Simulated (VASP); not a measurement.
Output of a VASP run:

### OSZICAR
```
       N       E                     dE             d eps       ncg     rms          rms(c)
DAV:   1     0.914541358167E+02    0.91454E+02   -0.58421E+03   480   0.891E+02
DAV:   2    -0.567353459212E+00   -0.92021E+02   -0.87441E+02   652   0.249E+02
DAV:   3    -0.521245600723E+01   -0.46451E+01   -0.45883E+01   608   0.529E+01
DAV:   4    -0.539238111370E+01   -0.17993E+00   -0.17968E+00   836   0.889E+00
DAV:   5    -0.539320657643E+01   -0.82546E-03   -0.82544E-03   628   0.703E-01    0.229E+00
DAV:   6    -0.556526845253E+01   -0.17206E+00   -0.45094E-02   584   0.168E+00    0.151E+00
DAV:   7    -0.557596624043E+01   -0.10698E-01   -0.14745E-01   612   0.232E+00    0.521E-01
DAV:   8    -0.557054306762E+01    0.54232E-02   -0.10624E-02   608   0.681E-01    0.306E-01
DAV:   9    -0.557061055371E+01   -0.67486E-04   -0.99117E-03   572   0.560E-01    0.121E-01
DAV:  10    -0.557046696530E+01    0.14359E-03   -0.88846E-04   636   0.179E-01    0.508E-02
DAV:  11    -0.557061345795E+01   -0.14649E-03   -0.11892E-04   560   0.922E-02    0.179E-02
DAV:  12    -0.557061194244E+01    0.15155E-05   -0.15315E-05   632   0.241E-02    0.587E-03
DAV:  13    -0.557061301154E+01   -0.10691E-05   -0.44148E-06   588   0.135E-02    0.237E-03
DAV:  14    -0.557061297216E+01    0.39385E-07   -0.14022E-07   456   0.269E-03
   1 F= -.55706130E+01 E0= -.55653667E+01  d E =-.104925E-01
```

OUTCAR:
```
------------------------ aborting loop because EDIFF is reached ----------------------------------------
  FORCE on cell =-STRESS in cart. coord.  units (eV):
  Direction    XX          YY          ZZ          XY          YZ          ZX
  --------------------------------------------------------------------------------------
  Total       -1.8859531     -1.8859531     -1.8859531     -0.0000000      0.0000000     -0.0000000
  in kB      -45.7666376    -45.7666376    -45.7666376     -0.0000000      0.0000000     -0.0000000
  external PRESSURE =     -45.7666376 kB  Pullay stress =       0.0000000 kB
  volume of cell :       66.02
      direct lattice vectors                 reciprocal lattice vectors
     0.000000000  3.207900000  3.207900000    -0.155865208  0.155865208  0.155865208
     3.207900000  0.000000000  3.207900000     0.155865208 -0.155865208  0.155865208
     3.207900000  3.207900000  0.000000000     0.155865208  0.155865208 -0.155865208
  FREE ENERGIE OF THE ION-ELECTRON SYSTEM (eV)
  ---------------------------------------------------
  free  energy   TOTEN  =        -5.5706129722 eV

  energy  without entropy=       -5.5601205121  energy(sigma->0) =       -5.56536674
```
(Selected blocks of OUTCAR.)

File POSCAR:
```
KCl
1
    0.0000000000     3.2079000000     3.2079000000
    3.2079000000     0.0000000000     3.2079000000
    3.2079000000     3.2079000000     0.0000000000
K Cl
1 1
Direct
  0.0000000000   0.0000000000   0.0000000000
  0.5000000000   0.5000000000   0.5000000000
```

Problem. Reconstruct the remaining input files.

Solution. One answer among several that fit: the input of the run itself, PBE GGA, plane waves, VASP's PBE PAW potentials (set 64).

### KPOINTS
```
Automatic
0
G
7 7 7
0 0 0
```

INCAR:
```
! general
SYSTEM = KCl
PREC   = Accurate
ENCUT  = 400   ! plane-wave cut-off (eV)
LREAL  = .False.   ! projection in real space or not
LASPH  = .True.   ! aspherical one-centre terms
NELECT = 15.5

! electronic loop
EDIFF  = 1E-6   ! SCF stop (eV)
NELM   = 100
ALGO   = Normal

! smearing
ISMEAR = 0   ! Gaussian
SIGMA  = 0.05

! functional
GGA    = PE   ! PBE

! ions
ISIF   = 2

! output
LWAVE  = .False.
LCHARG = .False.
```

POTCAR, in this order: K_sv Cl (PBE.64 set). Program: vasp_std.

The cell is charged, with a uniform compensating background.

The compound is KCl in the rock salt structure. The cell was not relaxed at this level. The run is one of a series of settings (NELECT = 15.5 against the base run), some of them coarse on purpose.
